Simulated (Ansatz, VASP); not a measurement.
# Cross-check of Ga3Sb3H10 (GaSb wire along [100], 6 atoms a period, H-terminated) between VASP and Ansatz, part 2 of 2

Wanted: the spread between two codes on one cell, functional and k mesh. The cell is taken from a series of runs on this material, whose earlier steps may have relaxed, scaled, displaced or heated it; both programs get it as it stands.

VASP 6.6.1 and Ansatz 0.2.0.

So far: The structure; VASP: single point, PBE, spin-orbit coupling.

### Step 3. Ansatz: single point, PBE, spin-orbit coupling

Level of this step: Ansatz beside VASP: Kohn-Sham DFT, plane waves, PBE, spin-orbit coupling (Ansatz).

Ansatz runs on its PAW fully relativistic soft_1 files.

The same cell, functional, mesh and smearing now go to Ansatz, which takes its cutoff from its data sets.

File input.yaml:

```yaml
crystal:
  lattice:
    - [13.38, 0.0, 0.0]
    - [0.0, 13.38, 0.0]
    - [0.0, 0.0, 6.2447452634]
  atoms:
    - { symbol: Ga, position: [0.561024625, 0.561024625, 0.024765992] }
    - { symbol: H, position: [0.382442373, 0.382442373, 0.089987154] }
    - { symbol: H, position: [0.634705094, 0.634705094, 0.137385052] }
    - { symbol: Sb, position: [0.448419876, 0.448419876, 0.277685043] }
    - { symbol: H, position: [0.263770695, 0.637141666, 0.330107425] }
    - { symbol: H, position: [0.637141666, 0.263770695, 0.330107425] }
    - { symbol: Ga, position: [0.306787281, 0.55533841, 0.482718797] }
    - { symbol: Ga, position: [0.55533841, 0.306787281, 0.482718797] }
    - { symbol: H, position: [0.501065666, 0.738371135, 0.617487026] }
    - { symbol: H, position: [0.738371135, 0.501065666, 0.617487026] }
    - { symbol: H, position: [0.244637208, 0.484388908, 0.629619302] }
    - { symbol: H, position: [0.484388908, 0.244637208, 0.629619302] }
    - { symbol: Sb, position: [0.432688514, 0.651941009, 0.756667735] }
    - { symbol: Sb, position: [0.651941009, 0.432688514, 0.756667735] }
    - { symbol: H, position: [0.369421824, 0.736552604, 0.910585555] }
    - { symbol: H, position: [0.736552604, 0.369421824, 0.910585555] }
kpoints:
  mp_grid: { grid: [1, 1, 9] }
  band_path: { path: ["Γ", Z], npoints: 90 }
scf:
  occupations: { method: fermi_dirac, width: 0.05 }
hamiltonian:
  xc: pbe
  pseudopotentials: { kind: paw_fr, azcp: { folder: soft_1 } }
magnetization:
  noncollinear: true
  spin_orbit: true
```

Started as:

```sh
$ ansatz run input.yaml --threads 4 --pin off --max-ram 16384MiB --backend cpu --events-out ev --progress --plain --runs-dir out
```

Numbers of over 12 decimals in the logs are rounded to 6 here.

The log of the run:

```text
Engine: ansatz 0.2.0, x86_64-unknown-linux-gnu
Pseudopotentials: kind: paw_fr
Pseudopotential: Ga, paw, valence charge 13, recommended cutoff 420 eV (normal), soft_1/Ga.paw.azcp
Pseudopotential: H, paw, valence charge 1, recommended cutoff 420 eV (normal), soft_1/H.paw.azcp
Pseudopotential: Sb, paw, valence charge 15, recommended cutoff 420 eV (normal), soft_1/Sb.paw.azcp
Functional definition: PBE
  parameter kappa = 0.804
  parameter beta = 0.066725
  exchange = pbe_x(kappa = kappa, mu = beta*pi^2/3)
  correlation = pbe_c(beta = beta)
non-collinear run that drives no moment, with spin-orbit: no starting moment large enough to seed its density (crystal.atoms[].spin), no starting occupations that ask for one, no magnetisation constraint and no magnetic field, so the semilocal B_xc is pinned to zero
Crystal: 16 atoms, lattice volume = 1117.962 Å³
Basis set: ecut = 420 eV, 21929 PW (Γ)
Bands: 126, of which v1, the nominal top of the filled ones, is band 94 counted from 1 (93 counted from 0)
Symmetry: 2 space group operations + 2 with time reversal
Magnetic group: BNS 8.33 (UNI 40), of the structure as read, at distance tolerance 1.0e-4 Å
k-points: 5 of 9 (time reversal used)
Projection manifold: j_resolved (fully-relativistic pseudo-atomic orbitals)
Non-local potential: Ga, projectors of the file, resolved by j, l = 0: 2, l = 1: 4, l = 2: 6, l = 3: 2
Non-local potential: H, projectors of the file, resolved by j, l = 0: 2, l = 1: 2
Non-local potential: Sb, projectors of the file, resolved by j, l = 0: 2, l = 1: 4, l = 2: 4, l = 3: 2
PAW form: soft (Blöchl's): semilocal exchange-correlation on the pseudo side does not see the compensation charge
PAW one-centre angular grid: Ga, 590 points (default); XC on 64 Gauss nodes
PAW one-centre angular grid: H, 110 points (default); XC on 64 Gauss nodes
PAW one-centre angular grid: Sb, 590 points (default); XC on 96 Gauss nodes
Initial density: superposition of atomic densities (neutral atoms: chi_scale 0, normalization atom)
Initial wavefunctions: pseudopotential atomic-orbital guess
Functional: x = pbe(κ = 0.804, μ = 0.219515), c = pbe(β = 0.066725)
SCF iter   1: F=—  HF=-30969.015468 eV  |F-HF|=—  |Δ(HF+E_count)|=         —  Δρ=2.91e-2  dr2=8.85e0  dr2_m=0.00e0 (ungated)  ethr=3.10e-3  |M|=0.00e0 ∫|m|=0.00e0 μB  |m|>n=0.0e0 m-floor=0.0e0 τ_xc=0.0e0  β_m=0.30  ⟨swp⟩=9.4  Hψ=3733  notcnv=0  defer=20
preconditioner: auto → Resta (q_TF=auto, 1.806 Å⁻¹)  ε∞=1.4  [insulator: Δε(μ)=3.707 eV  Ē_g=13.409 eV  σ=0.050 eV  W_gap=1.00  n_scr=118 (ndim 8)  ℏωp=8.9 eV  f_vac=0.655  D(μ)=0.00/eV (n_scr^D=0)  ε∞_Penn≈1.4  vacuum switching on, ρ_ref=1.3e-2 e/Å³]
spin=Noncollinear: Resta preconditioning applied to the charge; magnetization (m_x, m_y, m_z) channels mix plain (no charge-response kernel on spin).
SCF iter   2: F=—  HF=-30967.188714 eV  |F-HF|=—  |Δ(HF+E_count)|=    1.83e0  Δρ=1.79e-2  dr2=3.28e0  dr2_m=0.00e0 (ungated)  ethr=3.10e-3  |M|=0.00e0 ∫|m|=0.00e0 μB  |m|>n=0.0e0 m-floor=0.0e0 τ_xc=0.0e0  β_m=0.52  ⟨swp⟩=3.0  Hψ=879  notcnv=0  defer=124
SCF iter   3: F=—  HF=-30966.188633 eV  |F-HF|=—  |Δ(HF+E_count)|=    1.00e0  Δρ=2.66e-3  dr2=9.52e-2  dr2_m=0.00e0 (ungated)  ethr=3.10e-3  |M|=0.00e0 ∫|m|=0.00e0 μB  |m|>n=0.0e0 m-floor=0.0e0 τ_xc=0.0e0  β_m=0.51  ⟨swp⟩=3.0  Hψ=710  notcnv=0  defer=124
SCF iter   4: F=—  HF=-30966.171171 eV  |F-HF|=—  |Δ(HF+E_count)|=   1.75e-2  Δρ=1.18e-3  dr2=8.24e-3  dr2_m=0.00e0 (ungated)  ethr=1.01e-4  |M|=0.00e0 ∫|m|=0.00e0 μB  |m|>n=0.0e0 m-floor=0.0e0 τ_xc=0.0e0  β_m=0.56  ⟨swp⟩=3.0  Hψ=1109  notcnv=0  defer=128
SCF iter   5: F=—  HF=-30966.172550 eV  |F-HF|=—  |Δ(HF+E_count)|=   1.38e-3  Δρ=3.92e-4  dr2=9.88e-4  dr2_m=0.00e0 (ungated)  ethr=8.76e-6  |M|=0.00e0 ∫|m|=0.00e0 μB  |m|>n=0.0e0 m-floor=0.0e0 τ_xc=0.0e0  β_m=0.60  ⟨swp⟩=2.0  Hψ=822  notcnv=0  defer=128
SCF iter   6: F=—  HF=-30966.172948 eV  |F-HF|=—  |Δ(HF+E_count)|=   3.98e-4  Δρ=1.09e-4  dr2=1.31e-4  dr2_m=0.00e0 (ungated)  ethr=1.05e-6  |M|=0.00e0 ∫|m|=0.00e0 μB  |m|>n=0.0e0 m-floor=0.0e0 τ_xc=0.0e0  β_m=0.59  ⟨swp⟩=2.0  Hψ=822  notcnv=0  defer=128
SCF iter   7: F=—  HF=-30966.172964 eV  |F-HF|=—  |Δ(HF+E_count)|=   1.54e-5  Δρ=3.10e-5  dr2=1.27e-5  dr2_m=0.00e0 (ungated)  ethr=1.39e-7  |M|=0.00e0 ∫|m|=0.00e0 μB  |m|>n=0.0e0 m-floor=0.0e0 τ_xc=0.0e0  β_m=0.56  ⟨swp⟩=2.0  Hψ=822  notcnv=0  defer=128
SCF iter   8: F=—  HF=-30966.172938 eV  |F-HF|=—  |Δ(HF+E_count)|=   2.56e-5  Δρ=1.05e-5  dr2=9.45e-7  dr2_m=0.00e0 (ungated)  ethr=1.35e-8  |M|=0.00e0 ∫|m|=0.00e0 μB  |m|>n=0.0e0 m-floor=0.0e0 τ_xc=0.0e0  β_m=0.59  ⟨swp⟩=2.0  Hψ=878  notcnv=0  defer=128
SCF iter   9: F=—  HF=-30966.172939 eV  |F-HF|=—  |Δ(HF+E_count)|=   6.40e-7  Δρ=3.12e-6  dr2=1.19e-7  dr2_m=0.00e0 (ungated)  ethr=1.06e-10  |M|=0.00e0 ∫|m|=0.00e0 μB  |m|>n=0.0e0 m-floor=0.0e0 τ_xc=0.0e0  β_m=0.62  ⟨swp⟩=16.6  Hψ=3876  notcnv=0
SCF iter  10: F=-30966.172939 eV  HF=-30966.172939 eV  |F-HF|=8.42e-9  |Δ(HF+E_count)|=   1.48e-7  Δρ=1.12e-6  dr2=1.55e-8  dr2_m=0.00e0 (ungated)  ethr=1.06e-10  |M|=0.00e0 ∫|m|=0.00e0 μB  |m|>n=0.0e0 m-floor=0.0e0 τ_xc=0.0e0  ⟨swp⟩=4.0  Hψ=1419  notcnv=0
SCF 1 converged in 10 iterations: F = -30966.172939 eV  dr2 = 1.55e-8
  greatest PAW one-centre occupation: 0.995 electrons in one spin orbital (limit 2), on the Sb atom at site 12 (counted from 0), in its partial waves of l = 2
NSCF: frozen V_eff on 91 k-points
SCF converged after 10 iterations
Magnetization: |M| = 0.0000 μB,  M = (+0.0000, +0.0000, +0.0000) μB
Absolute magnetization: 0.0000 μB (∫|m|)
  site 0: m = (+0.0000, +0.0000, +0.0000) μB, |m| = 0.0000 μB  (R = 0.64 Å)
  site 1: m = (+0.0000, +0.0000, +0.0000) μB, |m| = 0.0000 μB  (R = 0.71 Å)
  site 2: m = (+0.0000, +0.0000, +0.0000) μB, |m| = 0.0000 μB  (R = 0.64 Å)
  site 3: m = (+0.0000, +0.0000, +0.0000) μB, |m| = 0.0000 μB  (R = 0.71 Å)
  site 4: m = (+0.0000, +0.0000, +0.0000) μB, |m| = 0.0000 μB  (R = 0.64 Å)
  site 5: m = (+0.0000, +0.0000, +0.0000) μB, |m| = 0.0000 μB  (R = 0.64 Å)
  site 6: m = (+0.0000, +0.0000, +0.0000) μB, |m| = 0.0000 μB  (R = 0.64 Å)
  site 7: m = (+0.0000, +0.0000, +0.0000) μB, |m| = 0.0000 μB  (R = 0.64 Å)
  site 8: m = (+0.0000, +0.0000, +0.0000) μB, |m| = 0.0000 μB  (R = 0.71 Å)
  site 9: m = (+0.0000, +0.0000, +0.0000) μB, |m| = 0.0000 μB  (R = 0.71 Å)
  site 10: m = (+0.0000, +0.0000, +0.0000) μB, |m| = 0.0000 μB  (R = 0.64 Å)
  site 11: m = (+0.0000, +0.0000, +0.0000) μB, |m| = 0.0000 μB  (R = 0.64 Å)
  site 12: m = (+0.0000, +0.0000, +0.0000) μB, |m| = 0.0000 μB  (R = 0.71 Å)
  site 13: m = (+0.0000, +0.0000, +0.0000) μB, |m| = 0.0000 μB  (R = 0.71 Å)
  site 14: m = (+0.0000, +0.0000, +0.0000) μB, |m| = 0.0000 μB  (R = 0.71 Å)
  site 15: m = (+0.0000, +0.0000, +0.0000) μB, |m| = 0.0000 μB  (R = 0.71 Å)
Free energy (F): -30966.172939 eV
Harris-Foulkes:  -30966.172939 eV  (|F-HF|=8.42e-9)
Internal energy: -30966.172939 eV  (E = F + TS)
E sigma→0 (E₀):  -30966.172939 eV
Fermi energy:    -2.173487 eV
--- Per-component energies (eV) ---
  E_band       = -1701.153526
  E_kinetic    = 950.029145
  E_local      = -30603.045731  (includes V_loc(G=0)·N_el)
  E_nonlocal   = 903.957594
  E_hartree    = 14953.682876
  E_xc         = -566.492499
  E_vxc        = -543.166435  (∫ρ·V_xc dr)
  E_paw        = -19629.357811  (= ΣΔE_a)
  E_vpaw       = -2316.289632  (= ΣTr[D̂ρ^β])
  E_aug_tail   = -0.009472  (compensation charges beyond the density's cutoff)
  E_ewald      = 3025.062959
  E_smearing   = -0.000000  (= −TS)
  E_closure    = 0.000000  (closes the sum)
  Σ components = -30966.172939   (vs F -30966.172939, Δ=0.00e0)
--- Band table (eV; the first three rows and the last of 5) ---
  k-point 0: bands = [... 90 lower, -4.2034, -4.2034, -3.9955, -3.9955, -0.3474, -0.3474, 0.0460, 0.0460, ... 28 higher]
  k-point 1: bands = [... 90 lower, -4.2103, -4.1980, -4.0060, -3.9963, -0.3412, -0.3283, 0.0351, 0.0417, ... 28 higher]
  k-point 2: bands = [... 90 lower, -4.2186, -4.1981, -4.0251, -4.0086, -0.3386, -0.3157, 0.0105, 0.0153, ... 28 higher]
  k-point 4: bands = [... 90 lower, -4.2415, -4.2319, -4.0514, -4.0450, -0.3101, -0.2854, -0.2007, -0.1755, ... 28 higher]
```

### Step 4. Differences

Known differences besides the potentials themselves: spin-orbit coupling enters by fully relativistic files in Ansatz and inside the spheres in VASP; the data sets hold 94 valence electrons in Ansatz (on its PAW fully relativistic soft_1 files) and 64 in VASP; the cutoff is 420 eV in Ansatz and 400 eV in VASP. Total energies have different zeros and are not compared.

Both answers:

```tsv
quantity	Ansatz	VASP	difference
gap on the k mesh (eV)	3.648	3.644	+0.004
```

A gap on the mesh is an upper bound, since the band edges may lie between its points.

### Step 5. Summary of results

| Property | Result |
| --- | --- |
| difference in gap on the k mesh (single point, PBE, spin-orbit coupling) | 0.0039 eV |

In words: The difference in gap on the k mesh is 0.0039 eV (single point, PBE, spin-orbit coupling), within the 0.08 eV picked in this series as the mark of a large difference. The data sets hold unlike numbers of valence electrons (94 in Ansatz and 64 in VASP), so part of the differences comes from the potentials. Such differences can come from data sets, numerical settings and the points named under the comparisons, not from the functional's error against experiment.

[Lines on the potential files, build, host, timing and source positions are cut from VASP's logs without a mark.]

[Logs are printed without paths, hosts, clocks, repeated set-up lines and the standing remarks that a program may print on its own settings, such as how far it seeks lower states.]

[Hosts, paths, dates, database ids (printed as entryN), source tags and the programs' standing remarks are cut or masked in the printed files.]
